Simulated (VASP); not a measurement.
Consider the following.

```
GaN
1.0
    0.00000     2.17634     2.17634
    2.17634     0.00000     2.17634
    2.17634     2.17634     0.00000
Ga N
1 1
Cartesian
  0.00000   0.00000   0.00000
  1.08817   1.08817   1.08817
```

These are PBE GGA, VASP's PBE PAW potentials (set 64) (plane waves; VASP) values and carry that method's errors. Numerical set-up: 600 eV cut-off, 10×10×10 Γ-centred mesh, Gaussian smearing of 0.050 eV, potentials Ga_d N.

Q: Predict the energy per atom (σ→0), pressure, band gap (on the k-mesh) with the smallest direct gap where there is one.

A: 
```json
{
  "band gap (on the k-mesh)": "2.40 eV",
  "smallest direct gap (on the k-mesh)": "2.40 eV",
  "energy per atom (σ→0)": "-5.955 eV/atom",
  "pressure": "30.06 GPa"
}
```

Only differences to runs with the same potentials and settings are physical.

The compound is GaN in the zinc blende structure, a metastable form; wurtzite is the usual one. It was relaxed first under an external pressure of 30 GPa.
